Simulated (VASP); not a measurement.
```
AlCo
1.0
    2.86000     0.00000     0.00000
    0.00000     2.86000     0.00000
    0.00000     0.00000     2.86000
Al Co
1 1
Direct
  0.50000   0.50000   0.50000
  0.00000   0.00000   0.00000
```

Computed with r2SCAN+rVV10, VASP's PBE PAW potentials (set 64) (plane waves; VASP). Run with 520 eV cut-off, 11×11×11 Γ-centred mesh, first-order Methfessel-Paxton smearing of 0.10 eV, potentials Al Co.

Energy and stress use the plane-wave basis of the starting cell.

Task: The ions, cell shape and volume are relaxed. Which structure does the run end with?

Result: 
```
AlCo
1.0
    2.81589     0.00000     0.00000
    0.00000     2.81589     0.00000
    0.00000     0.00000     2.81589
Al Co
1 1
Cartesian
  1.40795   1.40795   1.40795
  0.00000   0.00000   0.00000
```
Space group Pm-3m (221), at a tolerance of 0.03 Å.

Task: How do energy and volume change from the first to the last step?

Result: The energy (σ→0) changes by -14.5 meV/atom and the volume by -4.6 %, in 4 ionic steps.

The compound is CoAl in the CsCl type structure. This run relaxes it. Symmetry was kept, so distortions that lower it aren't found. The run is not spin-polarised, so no magnetic state was tried.
